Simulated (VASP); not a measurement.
Data:

```
CELL_PARAMETERS angstrom
      4.03330     0.00000     0.00000
     -2.01665     3.49294     0.00000
      0.00000     0.00000     4.01941
ATOMIC_POSITIONS crystal
  Yb 0.00000 0.00000 0.00000
  Si 0.33333 0.66667 0.50000
  Si 0.66667 0.33333 0.50000
```

All values below come from PBEsol GGA, VASP's PBE PAW potentials (set 64) (plane waves; VASP). Run with 400 eV cut-off, Gaussian smearing of 0.050 eV, potentials Yb_2 Si.

The 4f electrons are frozen in the core of the lanthanide potential, so 4f levels, which can set the real gap, and their magnetism are missing.

Q: Give the energies of bands 5 to 11 at the high-symmetry points, in eV from the Fermi level.

A: 
```tsv
band	Γ	M	K	A	L	H
5	-2.95	-8.55	-8.69	-5.78	-7.57	-8.70
6	-2.95	-3.69	-6.06	-2.31	-4.12	-4.81
7	-1.96	-1.95	-0.83	-2.31	-2.71	-2.32
8	-0.65	-1.76	-0.83	-0.12	-2.68	-2.32
9	-0.38	1.25	2.10	-0.12	0.00	1.52
10	1.45	3.33	2.10	0.26	4.26	3.68
11	1.45	3.45	2.60	2.36	4.83	3.68
```

It has no gap at this level: it comes out as a metal or semimetal.

The structure comes from a measured YbSi2 entry (P6/mmm) of the Crystallography Open Database, whose conditions weren't checked. It was relaxed first, which changed the volume by +12 %.
